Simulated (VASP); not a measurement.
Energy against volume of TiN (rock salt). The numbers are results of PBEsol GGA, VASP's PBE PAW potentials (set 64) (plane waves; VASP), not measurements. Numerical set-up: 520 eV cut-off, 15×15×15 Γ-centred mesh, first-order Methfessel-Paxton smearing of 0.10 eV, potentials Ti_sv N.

```csv
V (Å³/atom),E (eV/atom)
9.024,-10.38196
9.303,-10.39040
9.582,-10.38320
9.861,-10.36262
```

Fit these four points and predict the energy of the run at 8.745 Å³/atom.

A cubic in V^(−2/3), the third-order Birch-Murnaghan form, passes through the four points with V0 = 9.31 Å³/atom and B0 = 298 GPa, and gives -10.3552 eV/atom there. The run gave -10.3552 eV/atom, -0.0 meV/atom from the fit; all five points give B0 = 298 GPa.

The compound is TiN in the rock salt structure. It was relaxed first.
